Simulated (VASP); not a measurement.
# RbNa2NiO2 (I4/mmm) in VASP: equation of state

How stiff is RbNa2NiO2 in PBE, and what volume does it want? The cell is scaled to several volumes.

Program: VASP 6.6.1. These are calculated values, not measurements. Logs are shortened: lines on timing, memory, paths and dates and some standing lists are left out, and cuts for length are marked.

### Step 1. The structure

It takes space group I4/mmm (No. 139, tetragonal). The conventional cell has a = 4.647 Å, b = 4.647 Å, c = 9.711 Å, α = 90.00°, β = 90.00°, γ = 90.00°. Rb (site symmetry 4/mmm) is surrounded by 2 O at 3.08 Å and 4 Ni at 3.29 Å and 8 Na at 3.36 Å. Ni (site symmetry 4/mmm) is surrounded by 2 O at 1.78 Å. Na (site symmetry -4m2) is surrounded by 4 O at 2.41 Å. O (site symmetry 4mm) has 1 Ni at 1.78 Å as nearest neighbours.

The cell comes from a database or a generator and needn't be the stable form of this composition.

### Step 2. Equation of state, PBE, collinear spin, ferromagnetic start, 16.43 Å³/atom (volume scaled by 0.94)

File INCAR:

```
  PREC = Accurate
  ENCUT = 520
  EDIFF = 1E-7
  ISMEAR = -1
  SIGMA = 0.05
  LREAL = F
  LASPH = T
  NELM = 150
  ALGO = Normal
  ISIF = 2
  LWAVE = F
  LCHARG = F
  ISPIN = 2
  MAGMOM = 0 1 0 0 0 0
  LORBIT = 11
  LMAXMIX = 4
  GGA = PE
  NBANDS = 36
```

File KPOINTS:

```
Automatic mesh
0
Gamma
  8 8 8
```

File POSCAR:

```
RbNa2NiO2
1.0
   -2.2761741189      2.2761741189      4.7561648419
    2.2761741189     -2.2761741189      4.7561648419
    2.2761741189      2.2761741189     -4.7561648419
Rb Ni Na O
1 1 2 2
Direct
    0.0000000000      0.0000000000      0.0000000000
    0.5000000000      0.5000000000      0.0000000000
    0.7500000000      0.2500000000      0.5000000000
    0.2500000000      0.7500000000      0.5000000000
    0.3171210000      0.3171210000      0.0000000000
    0.6828790000      0.6828790000      0.0000000000
```

Potentials or basis: VASP PAW PBE potentials, release 64 (Rb_sv, Ni, Na_pv, O).

On the command line:

```
$ cat potpaw_PBE.64/Rb_sv/POTCAR potpaw_PBE.64/Ni/POTCAR potpaw_PBE.64/Na_pv/POTCAR potpaw_PBE.64/O/POTCAR > POTCAR
$ mpirun -np 1 vasp_std > vasp.out
```

OUTCAR:

```text
PREC = Accurate
   ENCUT = 520
   EDIFF = 1E-7
   ISMEAR = -1
   LREAL = F
   LASPH = T
   NELM = 150
   ISIF = 2
   ISPIN = 2
   LORBIT = 11
   GGA = PE

 Found     59 irreducible k-points:

 Following reciprocal coordinates:
            Coordinates               Weight
  0.000000  0.000000  0.000000      1.000000
  0.125000  0.000000  0.000000      8.000000
  0.250000  0.000000  0.000000      8.000000
  0.375000  0.000000  0.000000      8.000000
  0.500000  0.000000  0.000000      4.000000
  0.125000  0.125000  0.000000      8.000000
   k-points           NKPTS =     59   k-points in BZ     NKDIM =     59   number of bands    NBANDS=     36
   number of dos      NEDOS =    301   number of ions     NIONS =      6
   total plane-waves  NPLWV = 110592
   dimension x,y,z NGX =    48 NGY =   48 NGZ =   48
   dimension x,y,z NGXF=    96 NGYF=   96 NGZF=   96
   ions per type =               1   1   2   2
   NGX,Y,Z   is equivalent  to a cutoff of  13.89, 13.89, 13.89 a.u.
   NGXF,Y,Z  is equivalent  to a cutoff of  27.79, 27.79, 27.79 a.u.
 SYSTEM =  unknown system
   PREC   = accura    normal or accurate (medium, high low for compatibility)
   ISTART =      0    job   : 0-new  1-cont  2-samecut
   ICHARG =      2    charge: 1-file 2-atom 10-const
   ISPIN  =      2    spin polarized calculation?
   LNONCOLLINEAR =      F non collinear calculations
   LSORBIT =      F    spin-orbit coupling
   LASPH  =      T    aspherical Exc in radial PAW
   ENCUT  =  520.0 eV  38.22 Ry    6.18 a.u.  10.68 10.68 10.68*2*pi/ulx,y,z
   NELM   =    150;   NELMIN=  2; NELMDL= -5     # of ELM steps
   EDIFF  = 0.1E-06   stopping-criterion for ELM
   LREAL  =      F    real-space projection
   EDIFFG = 0.1E-05   stopping-criterion for IOM
   NSW    =      0    number of steps for IOM
   IBRION =     -1    ionic relax: 0-MD 1-quasi-New 2-CG
   NFREE  =      0    steps in history (QN), initial steepest desc. (CG)
   ISIF   =      2    stress and relaxation
   ISYM   =      2    0-nonsym 1-usesym 2-fastsym
   POTIM  = 0.5000    time-step for ionic-motion
   TEBEG  =    0.0;   TEEND  =   0.0 temperature during run
   PSTRESS=    0.0 pullay stress
   NELECT =      45.0000    total number of electrons
   NUPDOWN=      -1.0000    fix difference up-down
   EMIN   =  10.00;   EMAX   =-10.00  energy-range for DOS
   EFERMI =   0.00;   METHOD = LEGACY
   ISMEAR =    -1;   SIGMA  =   0.05  broadening in eV -4-tet -1-fermi 0-gaus
   EFERMI_NEDOS =   21; number of points for ismear=-14 and -15
   IALGO  =     38    algorithm
   IMIX   =      4    mixing-type and parameters
     AMIX     =   0.40;   BMIX     =  1.00
     AMIX_MAG =   1.60;   BMIX_MAG =  1.00
  volume/ion in A,a.u.               =      16.43       110.86
  Fermi-wavevector in a.u.,A,eV,Ry     =   1.260578  2.382147 21.620431  1.589057
  Thomas-Fermi vector in A             =   2.394081
   LORBIT       =     11    0 simple, 1 ext, 2 COOP (PROOUT), +10 PAW based schemes
   GGA     = PE    functional components
   LHFCALC =     F    Hartree Fock is set to
   AEXX    =    0.0000 exact exchange contribution
   IVDW    =     0    specifies the selected vdW correction
   LEPSILON=     F    determine dielectric tensor
   LRPA    =     F    only Hartree local field effects (RPA)
 spin polarized calculation
  energy-cutoff  :      520.00
  volume of cell :       98.57
 maximum number of plane-waves:      2677
 NGX is ok and might be reduce to    48
   NGX = 21   NGY = 21   NGZ = 21

 number of electron      44.9999994 magnetization       1.0000048

 Free energy of the ion-electron system (eV)
  ---------------------------------------------------
  ext. energy  EPLUGINS =         0.00000000
  ---------------------------------------------------
  free energy    TOTEN  =       -25.21446532 eV

  energy without entropy =      -25.16823022  energy(sigma->0) =      -25.19134777

 E-fermi :   3.2445     XC(G=0):  -9.2819

 val. band max:        3.2369202000   @ k =   0.2500   0.2500   0.0000
 cond. band min:       3.2447818927   @ k =  -0.1250  -0.3750   0.1250
 fundamental gap:      0.0078616927
 Fermi energy:         3.2444553417

 spin component 1

 k-point     1 :       0.0000    0.0000    0.0000
  band No.  band energies     occupation
      1     -24.7912      1.00000
      2     -20.6863      1.00000
      3     -20.6580      1.00000
      4     -20.5775      1.00000
      5     -20.5775      1.00000
      6     -20.4985      1.00000
[... 26 lines left out ...]
     33      10.4904      0.00000
     34      14.0054      0.00000

 k-point     2 :       0.1250    0.0000    0.0000
  band No.  band energies     occupation
      1     -24.7902      1.00000
      2     -20.6849      1.00000
      3     -20.6589      1.00000
      4     -20.5777      1.00000
      5     -20.5745      1.00000
      6     -20.5048      1.00000
[... 26 lines left out ...]
     33      11.1114      0.00000
[... 37 lines left out ...]

 k-point     6 :       0.1250    0.1250    0.0000
  band No.  band energies     occupation
      1     -24.7893      1.00000
      2     -20.6835      1.00000
      3     -20.6595      1.00000
      4     -20.5855      1.00000
      5     -20.5643      1.00000
      6     -20.5185      1.00000
[... 26 lines left out ...]
     33      11.5877      0.00000
     34      13.4783      0.00000

 [... further k-points ...]

 spin component 2

 k-point     1 :       0.0000    0.0000    0.0000
  band No.  band energies     occupation
      1     -24.7988      1.00000
      2     -20.6875      1.00000
      3     -20.6597      1.00000
      4     -20.5754      1.00000
      5     -20.5754      1.00000
      6     -20.4967      1.00000
[... 26 lines left out ...]
     33      10.4501      0.00000
     34      14.0756      0.00000

 k-point     2 :       0.1250    0.0000    0.0000
  band No.  band energies     occupation
      1     -24.7978      1.00000
      2     -20.6862      1.00000
      3     -20.6605      1.00000
      4     -20.5754      1.00000
      5     -20.5723      1.00000
      6     -20.5028      1.00000
[... 26 lines left out ...]
     33      11.0807      0.00000
     34      13.6687      0.00000

 k-point     3 :       0.2500    0.0000    0.0000
  band No.  band energies     occupation
      1     -24.7954      1.00000
      2     -20.6825      1.00000
      3     -20.6630      1.00000
      4     -20.5742      1.00000
      5     -20.5638      1.00000
      6     -20.5189      1.00000
[... 26 lines left out ...]
     33      12.3623      0.00000
     34      12.8607      0.00000

 k-point     4 :       0.3750    0.0000    0.0000
  band No.  band energies     occupation
      1     -24.7929      1.00000
      2     -20.6775      1.00000
      3     -20.6669      1.00000
      4     -20.5690      1.00000
      5     -20.5509      1.00000
      6     -20.5391      1.00000
[... 26 lines left out ...]
     33      12.0200      0.00000
     34      13.5357      0.00000

 k-point     5 :       0.5000    0.0000    0.0000
  band No.  band energies     occupation
      1     -24.7919      1.00000
      2     -20.6730      1.00000
      3     -20.6709      1.00000
      4     -20.5587      1.00000
      5     -20.5555      1.00000
      6     -20.5360      1.00000
[... 26 lines left out ...]
     33      11.9385      0.00000
     34      13.3837      0.00000

 k-point     6 :       0.1250    0.1250    0.0000
  band No.  band energies     occupation
      1     -24.7968      1.00000
      2     -20.6848      1.00000
      3     -20.6612      1.00000
      4     -20.5830      1.00000
      5     -20.5622      1.00000
      6     -20.5163      1.00000
[... 26 lines left out ...]
     33      11.5540      0.00000
     34      13.5373      0.00000

 [... further k-points ...]

 [bands above 34 left out]

------------------------ aborting loop because EDIFF is reached ----------------------------------------

  FORCE on cell =-STRESS in cart. coord.  units (eV):
  Direction    XX          YY          ZZ          XY          YZ          ZX
  --------------------------------------------------------------------------------------
  -------------------------------------------------------------------------------------
  Total        1.9124983      1.9124983      3.8300428      0.0000000     -0.0000000      0.0000000
  in kB       31.0873565     31.0873565     62.2567378      0.0000000     -0.0000000      0.0000000
  external PRESSURE =      41.4771503 kB  Pullay stress =       0.0000000 kB

 VOLUME and BASIS-vectors are now :
 -----------------------------------------------------------------------------
  energy-cutoff  :      520.00
  volume of cell :       98.57
      direct lattice vectors                 reciprocal lattice vectors
    -2.276174119  2.276174119  4.756164842     0.000000000  0.219666851  0.105126718
     2.276174119 -2.276174119  4.756164842     0.219666851  0.000000000  0.105126718
     2.276174119  2.276174119 -4.756164842     0.219666851  0.219666851  0.000000000

 POSITION                                       TOTAL-FORCE (eV/Angst)
 -----------------------------------------------------------------------------------
      0.00000      0.00000      0.00000        -0.000000     -0.000000     -0.000000
      0.00000      0.00000      4.75616        -0.000000     -0.000000     -0.000000
      0.00000      2.27617      2.37808        -0.000000     -0.000000     -0.000000
      2.27617      0.00000      2.37808        -0.000000     -0.000000     -0.000000
      0.00000      0.00000      3.01656         0.000000      0.000000     -0.711304
      0.00000      0.00000      6.49577        -0.000000     -0.000000      0.711304
 -----------------------------------------------------------------------------------
    total drift:                               -0.000000     -0.000000      0.000000

  FREE ENERGIE OF THE ION-ELECTRON SYSTEM (eV)
  ---------------------------------------------------
  free  energy   TOTEN  =       -25.2144653199 eV

  energy  without entropy=      -25.1682302218  energy(sigma->0) =      -25.19134777

 total charge

# of ion       s       p       d       tot
------------------------------------------
    1        1.954   5.331   0.051   7.337
    2        0.597   0.532   8.370   9.498
    3        0.069   5.998   0.000   6.067
    4        0.069   5.998   0.000   6.067
    5        1.557   3.413   0.000   4.971
    6        1.557   3.413   0.000   4.971
--------------------------------------------------
tot          5.802  24.686   8.421  38.909

 magnetization (x)

# of ion       s       p       d       tot
------------------------------------------
    1       -0.002  -0.003  -0.004  -0.008
    2       -0.001  -0.004   0.745   0.740
    3       -0.001   0.001   0.000   0.000
    4       -0.001   0.001   0.000   0.000
    5        0.002   0.127   0.000   0.129
    6        0.002   0.127   0.000   0.129
--------------------------------------------------
tot         -0.001   0.249   0.742   0.990
```

Wall time 8.1 min (1 thread of AMD EPYC 9R45 (Zen 5), shared host); peak memory 0.59 GiB.

What came out:

| Property | Result |
| --- | --- |
| Free energy | -25.2145 eV |
| Pressure | 4.1 GPa |
| Largest force | 0.711 eV/Å |
| Band gap on the k mesh | none (metal or under the smearing width) |
| Net moment | 1.00 μB per cell |
| Site moments | Rb -0.01; Ni +0.74; Na +0.00; O +0.13 μB |
| Valence electrons inside the program's atomic spheres | Rb 7.34; Ni 9.50; Na 6.07; O 4.97 |

Caveat: a cell with one magnetic atom can't hold antiferromagnetic order, which such compounds often take; semilocal functionals often make such compounds metallic where correlation or magnetic order opens a gap, which also shifts bond lengths.

[end of part 1 of 2]
